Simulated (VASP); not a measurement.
Data:

```xyz
2
Lattice="0.0000 3.2573 3.2573 3.2573 0.0000 3.2573 3.2573 3.2573 0.0000" Properties=species:S:1:pos:R:3 pbc="T T T"
Cd     0.0000     0.0000     0.0000
Te     1.6286     1.6286     1.6286
```

Calculation: PBE GGA, VASP's PBE PAW potentials (set 64) (plane waves; VASP 6.6.1). Numerical set-up: 480 eV cut-off, 6×6×6 Γ-centred mesh, Gaussian smearing of 0.050 eV, potentials Cd Te.

Unless said otherwise, spin-orbit coupling is left out, though it shifts the bands of the heavy elements here.

Q: Predict the energy per atom (σ→0), pressure, band gap (on the k-mesh) with the smallest direct gap where there is one.

A: 
| Property | Result |
|---|---|
| band gap (on the k-mesh) | 0.72 eV |
| smallest direct gap (on the k-mesh) | 0.72 eV |
| energy per atom (σ→0) | -2.393 eV/atom |
| pressure | 1.99 GPa |

Total energies compare only between runs with the same potentials, cut-off and functional.

The compound is CdTe in the zinc blende structure. It was relaxed first under an external pressure of 2 GPa.
